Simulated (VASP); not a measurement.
Method: optB88-vdW, VASP's PBE PAW potentials (set 64) (plane waves; VASP).

The input files of a VASP run:

INCAR:
```
SYSTEM = C
PREC = Accurate; ENCUT = 520; LREAL = .False.
LASPH = .True.
EDIFF = 1E-7; NELM = 100; ALGO = Normal
ISMEAR = -5
GGA = BO; LUSE_VDW = .True.; AGGAC = 0.0
PARAM1 = 0.1833333333; PARAM2 = 0.22
ISIF = 2
LWAVE = .False.; LCHARG = .True.; LORBIT = 11
NEDOS = 601
LEFG = .True.
```

KPOINTS:
```
Automatic mesh
0
Gamma
 11 11 4
```

**POSCAR**
```
C
1
    1.2331778240    -2.1359261492     0.0000000000
    1.2331778240     2.1359261492     0.0000000000
    0.0000000000     0.0000000000     6.7043607959
C
4
Direct
  0.0000000000   0.0000000000   0.2500000000
  0.0000000000   0.0000000000   0.7500000000
  0.3333330000   0.6666670000   0.2500000000
  0.6666670000   0.3333330000   0.7500000000
```

POTCAR, in this order: C (PBE.64 set). Program: vasp_std.

Problem. What will the output report for the number of irreducible k-points (NKPTS), largest plane-wave count, number of space-group operations, FFT grid (NGX, NGY, NGZ)?

Solution. 
- number of irreducible k-points (NKPTS) = 48
- largest plane-wave count = 979
- number of space-group operations = 24
- FFT grid (NGX, NGY, NGZ) = 18 × 18 × 50

The compound is C in the graphite structure. It was relaxed first.
